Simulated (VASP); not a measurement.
Data:

```
CELL_PARAMETERS angstrom
      0.00000     3.23549     3.23549
      3.23549     0.00000     3.23549
      3.23549     3.23549     0.00000
ATOMIC_POSITIONS crystal
  Mg 0.25000 0.25000 0.25000
  Mg 0.75000 0.75000 0.75000
  Ge 0.00000 0.00000 0.00000
```

All values below come from PBE GGA with D4 dispersion, VASP's PBE PAW potentials (set 64) (plane waves; VASP). Run with 520 eV cut-off, 6×6×6 Γ-centred mesh, Gaussian smearing of 0.050 eV, potentials Mg Ge_d.

**Question.** What does the run give for the energy per atom (σ→0), pressure, band gap (on the k-mesh) with the smallest direct gap where there is one?

**Answer.** 
```json
{
 "band gap (on the k-mesh)": "0.17 eV",
 "smallest direct gap (on the k-mesh)": "0.81 eV",
 "energy per atom (σ→0)": "-2.977 eV/atom",
 "pressure": "-2.79 GPa"
}
```

The compound is Mg2Ge in the antifluorite structure. This cell is one point of a volume scan, at 1.06 of the reference volume.
